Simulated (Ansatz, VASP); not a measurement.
# MoW2: VASP beside Ansatz

File INCAR:

```
SYSTEM = MoW2
PREC     = Accurate       ! precision mode
ENCUT    = 600            ! plane-wave cutoff, eV
EDIFF    = 1E-7           ! SCF threshold, eV
ISMEAR   = 0              ! smearing method
SIGMA    = 0.1            ! smearing width, eV
LREAL    = .FALSE.        ! projectors in reciprocal space
LASPH    = .TRUE.         ! aspherical terms in the spheres
NELM     = 80             ! most SCF steps
ALGO     = Normal         ! electronic algorithm
ISIF     = 3              ! what is computed and relaxed
LWAVE    = .FALSE.        ! write WAVECAR
LCHARG   = .FALSE.        ! write CHGCAR
GGA      = PE             ! functional
IBRION   = 2              ! ionic algorithm
NSW      = 90             ! ionic steps
EDIFFG   = -0.04          ! ionic threshold
```

The input KPOINTS:

```
regular mesh
0
G
  6 6 4
  0 0 0
```

The input POSCAR:

```
MoW2
1.0
    3.8142012600      0.0000000000      0.0000000000
   -1.9071006300      3.3031951900      0.0000000000
    0.0000000000      0.0000000000      4.1015046900
Mo W
1 2
Direct
    0.0000000000      0.0000000000      0.0000000000
    0.3333333300      0.6666666700      0.5000000000
    0.6666666700      0.3333333300      0.5000000000
```

Input for Ansatz:

```yaml
crystal:
  lattice:
    - [3.81420126, 0.0, 0.0]
    - [-1.90710063, 3.30319519, 0.0]
    - [0.0, 0.0, 4.10150469]
  atoms:
    - { symbol: Mo, position: [0.0, 0.0, 0.0] }
    - { symbol: W, position: [0.33333333, 0.66666667, 0.5] }
    - { symbol: W, position: [0.66666667, 0.33333333, 0.5] }
basis:
  ecutwfc: 420
kpoints:
  mp_grid: { grid: [6, 6, 4] }
hamiltonian:
  xc: pbe
scf:
  occupations: { method: gaussian, width: 0.1 }
  lower_state_search: "off"
output:
  forces: true
  stress: true
  eigenvalues: true
relax:
  adjacent_minimum: "off"
  f_tol: 0.04
  max_steps: 70
  cell: { stress_tol: 0.4 }
```

Change from the starting cell: species swapped into the YSi2 type (P6/mmm, No. 191).

Alike in both runs: task relaxation of cell and atoms; functional PBE; k mesh 6 × 6 × 4; occupations gaussian, width 0.1 eV; no spin polarisation.

|  | VASP | Ansatz |
| --- | --- | --- |
| version | VASP 6.6.1 | Ansatz 0.2.0 |
| potentials or method | VASP PAW PBE potentials, release 64 (Mo_sv, W_sv) | scalar-relativistic, plane waves, PAW |
| plane-wave cutoff (eV) | 600 | 420 |
| valence electrons in the cell | 42 | 42 |

Ansatz gave:

- gap on the k mesh at the Fermi level, each at its own relaxed structure (eV): none
- relaxed volume (Å³/atom): 16.54
- relaxed cell length with the largest relative difference (Å): 2.684
- energy change over the relaxation (meV/atom): -1548

Estimate VASP's values.

gap on the k mesh at the Fermi level, each at its own relaxed structure (eV): none; relaxed volume (Å³/atom): 16.59; relaxed cell length with the largest relative difference (Å): 2.687; energy change over the relaxation (meV/atom): -1607.

A gap of «none» marks a metal or a gap that the smearing closes.

Caveats: the k mesh is coarse (spacing up to 0.38 Å⁻¹), so the values aren't converged. The runs have no spin-orbit coupling, so splittings on W are missing.
